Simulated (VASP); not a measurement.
Output of a VASP run:

OSZICAR:
```
       N       E                     dE             d eps       ncg     rms          rms(c)
DAV:   1     0.254928724925E+03    0.25493E+03   -0.18001E+04   800   0.159E+03
DAV:   2    -0.185123692798E+02   -0.27344E+03   -0.25877E+03  1048   0.408E+02
DAV:   3    -0.288800392528E+02   -0.10368E+02   -0.10337E+02   960   0.791E+01
DAV:   4    -0.292228236676E+02   -0.34278E+00   -0.34229E+00  1360   0.127E+01
DAV:   5    -0.292242839039E+02   -0.14602E-02   -0.14602E-02   928   0.833E-01    0.893E+00
DAV:   6    -0.271379554996E+02    0.20863E+01   -0.86173E+00   928   0.242E+01    0.443E+00
DAV:   7    -0.270923876447E+02    0.45568E-01   -0.31344E-01  1052   0.380E+00    0.302E+00
DAV:   8    -0.270600916144E+02    0.32296E-01   -0.69673E-02   988   0.283E+00    0.382E-01
DAV:   9    -0.270582006577E+02    0.18910E-02   -0.16190E-02   996   0.973E-01    0.994E-02
DAV:  10    -0.270582844422E+02   -0.83785E-04   -0.10533E-03  1096   0.229E-01    0.214E-02
DAV:  11    -0.270582810424E+02    0.33998E-05   -0.16152E-05   988   0.404E-02    0.105E-02
DAV:  12    -0.270582804258E+02    0.61660E-06   -0.49274E-06  1016   0.200E-02    0.335E-03
DAV:  13    -0.270582804031E+02    0.22761E-07   -0.24186E-07   876   0.349E-03
   1 F= -.27058280E+02 E0= -.27058280E+02  d E =-.621824E-11
```

File OUTCAR:
```
------------------------ aborting loop because EDIFF is reached ----------------------------------------
  FORCE on cell =-STRESS in cart. coord.  units (eV):
  Direction    XX          YY          ZZ          XY          YZ          ZX
  --------------------------------------------------------------------------------------
  Total        2.1973575      2.1973575      2.1973575     -0.0000000     -0.0000000     -0.0000000
  in kB       63.3149262     63.3149262     63.3149262     -0.0000000     -0.0000000     -0.0000000
  external PRESSURE =      63.3149262 kB  Pullay stress =       0.0000000 kB
  volume of cell :       55.60
      direct lattice vectors                 reciprocal lattice vectors
     3.816820452  0.000000000  0.000000000     0.261998177  0.000000000  0.000000000
     0.000000000  3.816820452  0.000000000     0.000000000  0.261998177  0.000000000
     0.000000000  0.000000000  3.816820452     0.000000000  0.000000000  0.261998177
 POSITION                                       TOTAL-FORCE (eV/Angst)
 -----------------------------------------------------------------------------------
      0.00000      0.00000      0.00000         0.000000      0.000000      0.000000
      1.90841      1.90841      1.90841         0.000000      0.000000      0.000000
      1.90841      0.00000      1.90841         0.000000      0.000000      0.000000
      0.00000      1.90841      1.90841         0.000000      0.000000      0.000000
      1.90841      1.90841      0.00000         0.000000      0.000000      0.000000
 -----------------------------------------------------------------------------------
    total drift:                                0.000000      0.000000      0.000000
  FREE ENERGIE OF THE ION-ELECTRON SYSTEM (eV)
  ---------------------------------------------------
  free  energy   TOTEN  =       -27.0582804031 eV

  energy  without entropy=      -27.0582804031  energy(sigma->0) =      -27.05828040
```
(Selected blocks of OUTCAR.)

POSCAR:
```
KMgF3
1
    3.8168204516     0.0000000000     0.0000000000
    0.0000000000     3.8168204516     0.0000000000
    0.0000000000     0.0000000000     3.8168204516
K Mg F
1 1 3
Direct
  0.0000000000   0.0000000000   0.0000000000
  0.5000000000   0.5000000000   0.5000000000
  0.5000000000   0.0000000000   0.5000000000
  0.0000000000   0.5000000000   0.5000000000
  0.5000000000   0.5000000000   0.0000000000
```

**Question.** Write an INCAR and KPOINTS that could have produced this output.

**Answer.** One answer among several that fit: the input of the run itself, LDA (Ceperley-Alder, Perdew-Zunger), plane waves, VASP's LDA PAW potentials (set 64).

### KPOINTS
```
Automatic mesh
0
Gamma
6 6 6
0 0 0
```

### INCAR
```
# general
SYSTEM  =  KMgF3
PREC    =  Accurate
ENCUT   =  520   # plane-wave cut-off (eV)
LREAL   =  .FALSE.   # projection in real space or not
LASPH   =  .TRUE.

# electronic loop
EDIFF   =  1E-7   # SCF stop (eV)
NELM    =  100   # most electronic steps
ALGO    =  Normal

# smearing
ISMEAR  =  0   # Gaussian
SIGMA   =  0.05   # width (eV)

# ions
ISIF    =  2   # forces and stress, cell fixed

# output
LWAVE   =  .FALSE.
LCHARG  =  .FALSE.
```

POTCAR, in this order: K_sv Mg F (LDA.64 set). Program: vasp_std.

The compound is KMgF3 in the cubic perovskite structure. This cell is one point of a volume scan, at 0.94 of the reference volume.
